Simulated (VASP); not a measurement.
Method: PW91 GGA, VASP's PBE PAW potentials (set 64) (plane waves; VASP).

The input files of a VASP run:

INCAR:
```
! general
SYSTEM =PbS
PREC   =Accurate
ENCUT  =520
LREAL  =.FALSE.
LASPH  =.TRUE.

! electronic loop
EDIFF  =1E-7
NELM   =100
ALGO   =Normal
LMAXMIX=4

! smearing
ISMEAR =-5

! functional
GGA    =91

! ions
ISIF   =2

! output
LWAVE  =.FALSE.
LCHARG =.TRUE.
LORBIT =11
NEDOS  =601
```

KPOINTS:
```
Automatic mesh
0
Gamma
9 9 9
0 0 0
```

### POSCAR
```
PbS
1
    0.0000000000     3.0013472802     3.0013472802
    3.0013472802     0.0000000000     3.0013472802
    3.0013472802     3.0013472802     0.0000000000
Pb S
1 1
Direct
  0.0000000000   0.0000000000   0.0000000000
  0.5000000000   0.5000000000   0.5000000000
```

POTCAR, in this order: Pb_d S (PBE.64 set). Program: vasp_std.

The resulting files:

OUTCAR:
```
 ion  position               nearest neighbor table
   1  0.000  0.000  0.000-   2 3.00   2 3.00   2 3.00   2 3.00   2 3.00   2 3.00
   2  0.500  0.500  0.500-   1 3.00   1 3.00   1 3.00   1 3.00   1 3.00   1 3.00
  LATTYP: Found a face centered cubic cell.
 ALAT       =     6.0026945604
 Subroutine PRICEL returns:
 Original cell was already a primitive cell.
 Subroutine GETGRP returns: Found 48 space group operations
The static configuration has the point symmetry O_h .
The dynamic configuration has the point symmetry O_h .
 Subroutine INISYM returns: Found 48 space group operations
 Subroutine IBZKPT returns following result:
 Found     35 irreducible k-points:

 Following reciprocal coordinates:
            Coordinates               Weight
  0.000000  0.000000  0.000000      1.000000
  0.111111  0.000000  0.000000      8.000000
  0.222222  0.000000  0.000000      8.000000
  0.333333  0.000000  0.000000      8.000000
  0.444444  0.000000  0.000000      8.000000
  0.111111  0.111111  0.000000      6.000000
  0.222222  0.111111  0.000000     24.000000
  0.333333  0.111111  0.000000     24.000000
  0.444444  0.111111  0.000000     24.000000
...
```

OSZICAR:
```
       N       E                     dE             d eps       ncg     rms          rms(c)
DAV:   1     0.163171046222E+03    0.16317E+03   -0.97337E+03   980   0.147E+03
DAV:   2     0.439709322160E+01   -0.15877E+03   -0.15538E+03  1010   0.364E+02
DAV:   3    -0.904130830917E+01   -0.13438E+02   -0.13366E+02  1322   0.110E+02
DAV:   4    -0.938192622032E+01   -0.34062E+00   -0.34039E+00  1080   0.203E+01
DAV:   5    -0.939503553639E+01   -0.13109E-01   -0.13109E-01  1434   0.393E+00    0.435E+00
DAV:   6    -0.882777025241E+01    0.56727E+00   -0.17999E+00  1462   0.117E+01    0.306E+00
DAV:   7    -0.882938239920E+01   -0.16121E-02   -0.16315E-01  1086   0.248E+00    0.181E+00
DAV:   8    -0.883227252845E+01   -0.28901E-02   -0.16802E-02  1094   0.146E+00    0.291E-01
DAV:   9    -0.883172504270E+01    0.54749E-03   -0.35914E-03  1452   0.528E-01    0.969E-02
DAV:  10    -0.883191523277E+01   -0.19019E-03   -0.36317E-04  1022   0.141E-01    0.650E-02
DAV:  11    -0.883191631489E+01   -0.10821E-05   -0.30626E-05  1306   0.586E-02    0.721E-03
DAV:  12    -0.883191688063E+01   -0.56573E-06   -0.24226E-06  1064   0.150E-02    0.830E-03
DAV:  13    -0.883191681535E+01    0.65277E-07   -0.38030E-07  1280   0.348E-03
   1 F= -.88319168E+01 E0= -.88319168E+01  d E =0.000000E+00
```

OUTCAR:
```
------------------------ aborting loop because EDIFF is reached ----------------------------------------
  FORCE on cell =-STRESS in cart. coord.  units (eV):
  Direction    XX          YY          ZZ          XY          YZ          ZX
  --------------------------------------------------------------------------------------
  Total        0.0080066      0.0080066      0.0080066      0.0000000      0.0000000      0.0000000
  in kB        0.2372368      0.2372368      0.2372368      0.0000000      0.0000000      0.0000000
  external PRESSURE =       0.2372368 kB  Pullay stress =       0.0000000 kB
  volume of cell :       54.07
      direct lattice vectors                 reciprocal lattice vectors
     0.000000000  3.001347280  3.001347280    -0.166591851  0.166591851  0.166591851
     3.001347280  0.000000000  3.001347280     0.166591851 -0.166591851  0.166591851
     3.001347280  3.001347280  0.000000000     0.166591851  0.166591851 -0.166591851
  FREE ENERGIE OF THE ION-ELECTRON SYSTEM (eV)
  ---------------------------------------------------
  free  energy   TOTEN  =        -8.8319168154 eV

  energy  without entropy=       -8.8319168154  energy(sigma->0) =       -8.83191682

 total charge

# of ion       s       p       d       tot
------------------------------------------
    1        1.491   0.489   9.846  11.825
    2        1.350   2.331   0.000   3.681
--------------------------------------------------
tot          2.841   2.820   9.846  15.507
```
(Selected blocks of OUTCAR.)

The compound is PbS in the rock salt structure. It was relaxed first.
